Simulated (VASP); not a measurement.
A convergence study with VASP on WSe₂ (2H layered): one setting is varied, all else stays as given below, so the limit is that of these other settings.

```xyz
6
Lattice="1.6400 -2.8406 0.0000 1.6400 2.8406 0.0000 0.0000 0.0000 12.9600" Properties=species:S:1:pos:R:3 pbc="T T T"
W      1.6400     0.9469     3.2400
W      1.6400    -0.9469     9.7200
Se     1.6400     0.9469    11.3918
Se     1.6400    -0.9469     4.9118
Se     1.6400    -0.9469     1.5682
Se     1.6400     0.9469     8.0482
```

Calculation: PBEsol GGA, VASP's PBE PAW potentials (set 64) (plane waves; VASP 6.6.1). The tightest run used: 550 eV cut-off, 17×17×4 Γ-centred mesh, tetrahedra with Blöchl corrections, potentials W_sv Se.

**Question.** The settings run are 4×4×1 mesh; 5×5×1 mesh; 6×6×1 mesh; 7×7×2 mesh; 8×8×2 mesh; 9×9×2 mesh; 10×10×2 mesh; 11×11×2 mesh; 12×12×3 mesh; 13×13×3 mesh; 14×14×3 mesh; 15×15×3 mesh; 16×16×4 mesh; 17×17×4 mesh. From which on does the energy per atom stay within 0.005 eV/atom of the tightest run?

**Answer.** From 7×7×2 mesh on: it is off by 0.0002 there and by no more than 0.005 in any finer run, while 6×6×1 mesh is off by 0.0084.
```tsv
setting	E (eV/atom)	pressure (GPa)	largest force (eV/Å)	irreducible k-points	difference judged (eV/atom)
4×4×1 mesh	-7.7668	-0.03	0.080	4	0.0091
5×5×1 mesh	-7.7496	0.30	0.023	5	0.0081
6×6×1 mesh	-7.7493	0.29	0.015	7	0.0084
7×7×2 mesh	-7.7579	0.10	0.016	16	0.0002
8×8×2 mesh	-7.7576	0.11	0.017	20	0.0001
9×9×2 mesh	-7.7576	0.11	0.017	24	0.0001
10×10×2 mesh	-7.7577	0.11	0.016	28	0.0000
11×11×2 mesh	-7.7576	0.11	0.017	32	0.0001
12×12×3 mesh	-7.7577	0.11	0.017	38	0.0000
13×13×3 mesh	-7.7577	0.11	0.017	42	0.0000
14×14×3 mesh	-7.7577	0.11	0.017	48	0.0000
15×15×3 mesh	-7.7577	0.10	0.017	54	0.0000
16×16×4 mesh	-7.7577	0.11	0.017	90	0.0000
17×17×4 mesh	-7.7577	0.11	0.017	99	0.0000
```

Left out are rungs that failed or repeat a setting and relaxations that didn't move; long series are thinned to 24 rows.

The compound is WSe2 in the 2H layered structure. The cell was not relaxed at this level, forces remain on its atoms.
